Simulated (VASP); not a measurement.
# ZrAl3B3N: relaxation of cell and atoms with PBE

The system is ZrAl3B3N.

```
Zr Al B N
1.0
     4.09828    0.00000    0.00000
    -2.04914    3.54922    0.00000
     0.00000    0.00000    7.39990
Zr Al B N
1 3 3 1
Cartesian
  0.0000 0.0000 3.7000
  2.0491 1.1831 0.0000
  0.0000 0.0000 6.2925
  0.0000 0.0000 1.1074
  2.0491 1.1831 2.6110
  2.0491 1.1831 4.7889
  0.0000 2.3661 0.0000
  2.0491 1.1831 3.7000
```

The cell was built by a generator and needn't be a form met in nature.

- Program: VASP 6.6.1
- Task: relaxation of cell and atoms
- Functional: PBE
- Potentials or basis: VASP PAW PBE potentials, release 64 (Zr_sv, Al, B, N)
- Cutoff: 520 eV
- k mesh: 4 × 4 × 2
- Occupations: gaussian, width 0.15 eV
- Spin: no spin polarisation
- Further INCAR settings: PREC = Normal; ALGO = Fast; EDIFF = 0.0001; IBRION = 2; EDIFFG = -0.08; NSW = 24; ISIF = 3

```
Relaxed volume                         : 12.97 Å³/atom
Relaxed cell                           : a = 3.674 Å, b = 3.674 Å, c = 8.875 Å, α = 90.00°, β = 90.00°, γ = 120.00°
Space group after relaxing (to 0.05 Å) : P-6m2 (No. 187)
Energy gained by relaxing              : 1249.3 meV/atom
Ionic steps                            : 24
Pressure after relaxing                : 0.1 GPa
Largest force after relaxing           : 0.018 eV/Å
Band gap on the k mesh                 : none (metal or under the smearing width)
```

Forces in eV/Å, atoms in the order of the input:
```
Zr   0.000  0.000  0.000
Al   0.000  0.000  0.000
Al   0.000  0.000 -0.012
Al   0.000  0.000  0.012
B    0.000  0.000  0.018
B    0.000  0.000 -0.018
B    0.000  0.000  0.000
N    0.000  0.000  0.000
```

Stress tensor (GPa, compression positive):
```
0.04 0.00 0.00
0.00 0.04 0.00
0.00 0.00 0.23
```

The path:
```csv
step,energy change (eV),largest force (eV/Å),pressure (GPa),volume (Å³)
1,0.0000,31.1423,33.60,107.64
2,1.7206,12.1352,-0.36,148.39
3,-2.1850,6.8942,-6.93,143.32
4,-2.9532,5.2068,-8.97,140.74
5,-4.2604,2.4476,-13.16,132.76
6,-5.6441,2.0123,-15.74,120.48
7,-6.7581,3.0520,-13.37,114.13
8,-7.3339,2.8253,-9.18,110.90
9,-7.4745,1.8663,-5.28,109.27
10,-8.8194,1.4590,-3.83,103.93
11,-9.3561,1.5419,0.35,99.91
12,-8.8274,1.3019,18.71,91.31
13,-9.5828,1.1253,5.64,96.70
14,-9.8819,0.6810,-0.40,101.93
15,-9.9235,0.4403,-2.78,104.69
16,-9.9562,0.5932,1.69,102.55
17,-9.9638,0.2586,0.40,103.17
18,-9.9857,0.1241,0.77,102.91
19,-9.9874,0.0715,1.26,102.64
20,-9.9905,0.0801,1.00,102.77
21,-9.9925,0.1755,-0.66,104.11
22,-9.9935,0.1154,-0.16,103.64
23,-9.9936,0.1093,-0.12,103.59
24,-9.9945,0.0184,0.10,103.75
```

Final structure:
```
Zr Al B N
1.0
     3.67395    0.00000    0.00000
    -1.83697    3.18173    0.00000
     0.00000    0.00000    8.87527
Zr Al B N
1 3 3 1
Direct
  0.00000 0.00000 0.50000
  0.66667 0.33333 0.00000
  0.00000 0.00000 0.80437
  0.00000 0.00000 0.19563
  0.66667 0.33333 0.33375
  0.66667 0.33333 0.66625
  0.33333 0.66667 0.00000
  0.66667 0.33333 0.50000
```

Levels at points of the mesh, in eV from the Fermi level:
| k point | band 14 | band 15 | band 16 | band 17 | band 18 | band 19 | band 20 | band 21 |
| --- | --- | --- | --- | --- | --- | --- | --- | --- |
| (0.00, 0.00, 0.00) | -1.10 | -0.67 | -0.67 | 0.45 | 1.47 | 1.47 | 1.54 | 2.99 |
| (0.50, 0.00, 0.00) | -3.50 | -2.64 | -2.49 | -1.29 | 0.01 | 0.76 | 0.94 | 1.12 |
| (0.00, 0.00, 0.50) | -1.15 | -0.65 | -0.65 | 1.26 | 1.98 | 1.98 | 2.43 | 2.52 |
| (0.50, 0.00, 0.50) | -3.59 | -3.00 | -1.90 | -1.24 | -0.23 | -0.01 | 0.42 | 0.50 |

It took 3.6 min on 1 thread of Intel(R) Xeon(R) Platinum 8488C (Sapphire Rapids) (shared host), peak memory 0.18 GiB.

Caveat: the k mesh is coarse (spacing up to 0.44 Å⁻¹), so the values aren't converged; the relaxation stopped at a loose force limit of 0.08 eV/Å, so its end isn't a converged minimum.
